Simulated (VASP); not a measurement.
Output of a VASP run:

### OSZICAR
```
...
RMM:   2    -0.330714631154E+03   -0.76184E-03   -0.82887E-03   640   0.160E-01    0.562E-02
RMM:   3    -0.330714801432E+03   -0.17028E-03   -0.15633E-03   663   0.724E-02    0.332E-02
RMM:   4    -0.330714817844E+03   -0.16411E-04   -0.19136E-04   663   0.308E-02    0.245E-02
RMM:   5    -0.330714818278E+03   -0.43419E-06   -0.43176E-05   465   0.145E-02
  16 F= -.33071482E+03 E0= -.33071453E+03  d E =-.166780E-01  mag=     3.0000
       N       E                     dE             d eps       ncg     rms          rms(c)
DAV:   1    -0.330718143738E+03   -0.33259E-02   -0.57825E-01   640   0.137E+00    0.312E-01
RMM:   2    -0.330721488593E+03   -0.33449E-02   -0.36203E-02   640   0.365E-01    0.130E-01
RMM:   3    -0.330722135480E+03   -0.64689E-03   -0.68306E-03   657   0.166E-01    0.731E-02
RMM:   4    -0.330722221022E+03   -0.85542E-04   -0.10004E-03   680   0.727E-02    0.538E-02
RMM:   5    -0.330722227049E+03   -0.60271E-05   -0.20630E-04   649   0.323E-02    0.200E-02
RMM:   6    -0.330722233617E+03   -0.65678E-05   -0.56333E-05   518   0.164E-02
  17 F= -.33072223E+03 E0= -.33072194E+03  d E =-.741534E-02  mag=     3.0000
       N       E                     dE             d eps       ncg     rms          rms(c)
DAV:   1    -0.330722252680E+03   -0.25630E-04   -0.19234E-02   736   0.250E-01    0.578E-02
RMM:   2    -0.330722368392E+03   -0.11571E-03   -0.12270E-03   640   0.673E-02    0.242E-02
RMM:   3    -0.330722392121E+03   -0.23729E-04   -0.23542E-04   657   0.309E-02    0.135E-02
RMM:   4    -0.330722394988E+03   -0.28661E-05   -0.32949E-05   431   0.135E-02
  18 F= -.33072239E+03 E0= -.33072210E+03  d E =-.757671E-02  mag=     3.0000
       N       E                     dE             d eps       ncg     rms          rms(c)
DAV:   1    -0.330723991867E+03   -0.15997E-02   -0.37560E-01   640   0.110E+00    0.237E-01
RMM:   2    -0.330725932365E+03   -0.19405E-02   -0.21018E-02   640   0.288E-01    0.104E-01
RMM:   3    -0.330726285031E+03   -0.35267E-03   -0.38853E-03   655   0.130E-01    0.601E-02
RMM:   4    -0.330726335566E+03   -0.50535E-04   -0.61549E-04   676   0.574E-02    0.440E-02
RMM:   5    -0.330726338017E+03   -0.24515E-05   -0.12898E-04   641   0.258E-02    0.156E-02
RMM:   6    -0.330726342392E+03   -0.43743E-05   -0.35406E-05   453   0.137E-02
  19 F= -.33072634E+03 E0= -.33072601E+03  d E =-.394740E-02  mag=     3.0000
       N       E                     dE             d eps       ncg     rms          rms(c)
DAV:   1    -0.330726350725E+03   -0.12707E-04   -0.36916E-03   736   0.109E-01    0.243E-02
RMM:   2    -0.330726372079E+03   -0.21354E-04   -0.22051E-04   640   0.295E-02    0.108E-02
RMM:   3    -0.330726376578E+03   -0.44992E-05   -0.42201E-05   441   0.136E-02    0.637E-03
RMM:   4    -0.330726377205E+03   -0.62672E-06   -0.64559E-06   380   0.577E-03
  20 F= -.33072638E+03 E0= -.33072604E+03  d E =-.398222E-02  mag=     3.0000
       N       E                     dE             d eps       ncg     rms          rms(c)
DAV:   1    -0.330727048762E+03   -0.67218E-03   -0.11494E-01   640   0.637E-01    0.164E-01
RMM:   2    -0.330727629168E+03   -0.58041E-03   -0.65795E-03   640   0.175E-01    0.641E-02
RMM:   3    -0.330727714454E+03   -0.85286E-04   -0.11219E-03   650   0.796E-02    0.319E-02
RMM:   4    -0.330727730396E+03   -0.15942E-04   -0.21440E-04   673   0.356E-02    0.229E-02
RMM:   5    -0.330727733330E+03   -0.29336E-05   -0.38439E-05   476   0.153E-02
  21 F= -.33072773E+03 E0= -.33072736E+03  d E =-.135612E-02  mag=     3.0000
```

OUTCAR:
```
------------------------ aborting loop because EDIFF is reached ----------------------------------------
  FORCE on cell =-STRESS in cart. coord.  units (eV):
  Direction    XX          YY          ZZ          XY          YZ          ZX
  --------------------------------------------------------------------------------------
  Total        5.2079528      5.2000955      5.2389770      5.3910698     -5.3611589      5.3866662
  in kB        6.3778468      6.3682245      6.4158402      6.6020985     -6.5654686      6.5967057
  external PRESSURE =       6.3873038 kB  Pullay stress =       0.0000000 kB
  volume of cell :     1308.29
      direct lattice vectors                 reciprocal lattice vectors
    10.937074700  0.000000000  0.000000000     0.091432127  0.000000000  0.000000000
     0.000000000 10.937074700  0.000000000     0.000000000  0.091432127  0.000000000
     0.000000000  0.000000000 10.937074700     0.000000000  0.000000000  0.091432127
 POSITION                                       TOTAL-FORCE (eV/Angst)
 -----------------------------------------------------------------------------------
      5.46156      0.00915      0.00622         0.009640      0.008141      0.008651
      6.80345      1.41085      1.40890         0.018531     -0.001996      0.003694
      8.17751      2.75856      0.03186        -0.008023      0.013814      0.007018
      9.52614      4.13310      1.40834        -0.001558     -0.016809      0.000034
      8.17717      0.03472      2.75890        -0.010576      0.002178      0.004531
      9.52300      1.41346      4.13278         0.002697      0.000648     -0.017290
     10.92805      0.00823      0.00648         0.001064      0.007078      0.021040
      1.33414      1.38508      1.38318         0.000119     -0.001416     -0.003490
      2.70845      2.73533      0.00270        -0.003832     -0.000816      0.007346
      4.07033      4.11311      1.35663        -0.013846      0.002843     -0.008055
      5.46262      5.47547      0.00993         0.000607     -0.008417     -0.006940
      6.82501      6.86643      1.35718         0.002650      0.015314     -0.011532
      8.20329      8.22856      0.00340        -0.009876      0.000437      0.002066
      9.55229      9.60323      1.38437        -0.001080      0.000663     -0.007520
      2.70931      0.00295      2.73046         0.000959      0.014858      0.011360
      4.06945      1.35816      4.11014        -0.010535     -0.012647      0.005225
      5.36832      2.75765      2.75549         0.013146      0.006248      0.010338
      8.18035      5.56782      2.75581        -0.009749     -0.009845      0.013828
      9.57932      6.86661      4.11189         0.011259      0.013515     -0.008454
      5.46251      0.01172      5.47277        -0.004294     -0.004635      0.003618
      6.82393      1.35727      6.86660         0.001023     -0.010893      0.016711
      8.17595      2.75960      5.56923        -0.000088      0.016393     -0.010941
      9.57923      4.11212      6.86749         0.008431     -0.001986      0.004736
      8.20349      0.00246      8.22704        -0.010548      0.000727     -0.009320
      9.55197      1.38333      9.60093         0.001334      0.004788     -0.006125
     10.92861      5.47570      0.00663        -0.008199     -0.010848      0.011924
      1.34276      6.85457      1.35803         0.005327     -0.004180     -0.007688
      2.73201      8.20486     10.93025        -0.011574      0.007172      0.000276
      4.08254      9.59432      1.35643         0.007589     -0.007727      0.000488
     10.90153      2.75941      2.75818         0.001748      0.004497      0.004462
      1.35572      4.10989      4.10885         0.007468     -0.000224     -0.003808
      2.69821      5.48039      2.71708        -0.018494     -0.004429     -0.001529
      4.09860      6.83861      4.00470         0.016018     -0.010761      0.008632
      5.45709      8.23867      2.71585        -0.002387      0.019342      0.004965
      6.82710      9.57989      4.10940        -0.007463     -0.001732     -0.010982
     10.92665      0.00987      5.47232        -0.002438      0.005098     -0.009775
      1.34276      1.35809      6.85264         0.003226     -0.002919      0.000726
      2.69780      2.71786      5.47861        -0.015903     -0.003555     -0.001851
      4.10013      4.00545      6.83513         0.017617      0.007177     -0.010271
      6.93184      6.83616      6.83549        -0.006257     -0.011469     -0.007071
      8.21948      8.23892      5.47857        -0.001552      0.009307      0.006436
      9.57796      9.59483      6.85240         0.005380     -0.009859      0.005778
      2.73188     10.93099      8.20412        -0.016615     -0.000253      0.006973
      4.07984      1.35947      9.59355         0.015885      0.002332     -0.005631
      5.45646      2.71717      8.23844        -0.008711     -0.002502      0.007307
      6.82639      4.10949      9.57856         0.000431      0.003433     -0.001159
      8.22002      5.47998      8.23947        -0.003122      0.003824      0.004347
      9.57827      6.85641      9.59352        -0.001649     -0.005187     -0.004179
     10.93323      8.22794      2.73156        -0.007121     -0.007841      0.011641
      1.37059      9.56663      4.10083        -0.006556      0.004098      0.009325
     10.92582      5.47365      5.47373        -0.001243      0.006206      0.008482
      1.37325      6.83049      6.82890         0.009566     -0.003067     -0.014062
      2.76072      8.17628      5.46287         0.000756     -0.000790      0.003149
      4.10619      9.56446      6.82837         0.004023     -0.012082     -0.014917
     10.93366      2.73168      8.22678        -0.000369      0.012773     -0.004473
      1.37130      4.10441      9.56341         0.001658      0.007909     -0.002495
...
```
(Selected blocks of OUTCAR.)

**POSCAR**
```
BiSi62
1
   10.9370747004     0.0000000000     0.0000000000
    0.0000000000    10.9370747004     0.0000000000
   -0.0000000000    -0.0000000000    10.9370747004
Si Bi
62 1
Direct
  0.5000000000   0.0000000000   0.0000000000
  0.6250000000   0.1250000000   0.1250000000
  0.7500000000   0.2500000000   0.0000000000
  0.8750000000   0.3750000000   0.1250000000
  0.7500000000   0.0000000000   0.2500000000
  0.8750000000   0.1250000000   0.3750000000
  0.0000000000   0.0000000000   0.0000000000
  0.1250000000   0.1250000000   0.1250000000
  0.2500000000   0.2500000000   0.0000000000
  0.3750000000   0.3750000000   0.1250000000
  0.5000000000   0.5000000000   0.0000000000
  0.6250000000   0.6250000000   0.1250000000
  0.7500000000   0.7500000000   0.0000000000
  0.8750000000   0.8750000000   0.1250000000
  0.2500000000   0.0000000000   0.2500000000
  0.3750000000   0.1250000000   0.3750000000
  0.5011320000   0.2473030000   0.2534100000
  0.7486670000   0.5004270000   0.2459210000
  0.8750000000   0.6250000000   0.3750000000
  0.5000000000   0.0000000000   0.5000000000
  0.6250000000   0.1250000000   0.6250000000
  0.7505710000   0.2534310000   0.4956330000
  0.8750000000   0.3750000000   0.6250000000
  0.7500000000   0.0000000000   0.7500000000
  0.8750000000   0.1250000000   0.8750000000
  0.0000000000   0.5000000000   0.0000000000
  0.1250000000   0.6250000000   0.1250000000
  0.2500000000   0.7500000000   0.0000000000
  0.3750000000   0.8750000000   0.1250000000
  0.0000000000   0.2500000000   0.2500000000
  0.1250000000   0.3750000000   0.3750000000
  0.2500000000   0.5000000000   0.2500000000
  0.3750000000   0.6250000000   0.3750000000
  0.5000000000   0.7500000000   0.2500000000
  0.6250000000   0.8750000000   0.3750000000
  0.0000000000   0.0000000000   0.5000000000
  0.1250000000   0.1250000000   0.6250000000
  0.2500000000   0.2500000000   0.5000000000
  0.3750000000   0.3750000000   0.6250000000
  0.6250000000   0.6250000000   0.6250000000
  0.7500000000   0.7500000000   0.5000000000
  0.8750000000   0.8750000000   0.6250000000
  0.2500000000   0.0000000000   0.7500000000
  0.3750000000   0.1250000000   0.8750000000
  0.5000000000   0.2500000000   0.7500000000
  0.6250000000   0.3750000000   0.8750000000
  0.7500000000   0.5000000000   0.7500000000
  0.8750000000   0.6250000000   0.8750000000
  0.0000000000   0.7500000000   0.2500000000
  0.1250000000   0.8750000000   0.3750000000
  0.0000000000   0.5000000000   0.5000000000
  0.1250000000   0.6250000000   0.6250000000
  0.2500000000   0.7500000000   0.5000000000
  0.3750000000   0.8750000000   0.6250000000
  0.0000000000   0.2500000000   0.7500000000
  0.1250000000   0.3750000000   0.8750000000
  0.2500000000   0.5000000000   0.7500000000
  0.3750000000   0.6250000000   0.8750000000
  0.5000000000   0.7500000000   0.7500000000
  0.6250000000   0.8750000000   0.8750000000
  0.0000000000   0.7500000000   0.7500000000
  0.1250000000   0.8750000000   0.8750000000
  0.4979400000   0.4990790000   0.4964930000
```

Task: Reconstruct the remaining input files.

Result: One answer among several that fit: the input of the run itself, PBE GGA, plane waves, VASP's PBE PAW potentials (set 64).

File KPOINTS:
```
Automatic mesh
0
Gamma
1 1 1
0 0 0
```

### INCAR
```
PREC  =  Normal
LCHARG  =  .FALSE.
SIGMA  =  0.05   # width (eV)
LASPH  =  .TRUE.
EDIFF  =  1E-5   # SCF stop (eV)
EDIFFG  =  -0.03   # ionic stop
NSW  =  70   # most ionic steps
LORBIT  =  10
NUPDOWN  =  3
LREAL  =  Auto
GGA  =  PE
MAGMOM  =  63*0.0476
SYSTEM  =  BiSi62
IBRION  =  2   # conjugate gradients
ISIF  =  2   # forces and stress, cell fixed
NELM  =  100
LMAXMIX  =  4
ISYM  =  0
ISMEAR  =  0   # Gaussian
NELMIN  =  4
ALGO  =  Fast
ISPIN  =  2
ENCUT  =  400   # plane-wave cut-off (eV)
LWAVE  =  .TRUE.
```

POTCAR, in this order: Si Bi (PBE.64 set). Program: vasp_gam.

The supercell is sampled at Γ alone, which is coarse: total energies, pressure and levels can be off, energies of defects by several tenths of an eV.

The cell is a supercell with a defect, built from Si (diamond): Bi_Si-vac_Si.
